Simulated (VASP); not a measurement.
Here is the system:

```
CELL_PARAMETERS angstrom
      0.00000     2.76376     2.76376
      2.76376     0.00000     2.76376
      2.76376     2.76376     0.00000
ATOMIC_POSITIONS crystal
  Cd 0.00000 0.00000 0.00000
  F  0.25000 0.25000 0.25000
  F  0.75000 0.75000 0.75000
```

Method: RPBE GGA, VASP's PBE PAW potentials (set 64) (plane waves; VASP). Settings: 520 eV cut-off, 7×7×7 Γ-centred mesh, Gaussian smearing of 0.050 eV, potentials Cd F.

**Question.** Predict the energy per atom (σ→0), pressure.

**Answer.** 
energy per atom (σ→0): -3.342 eV/atom
pressure: 2.56 GPa

The compound is CdF2 in the fluorite structure. This cell is one point of a volume scan, at 0.97 of the reference volume.
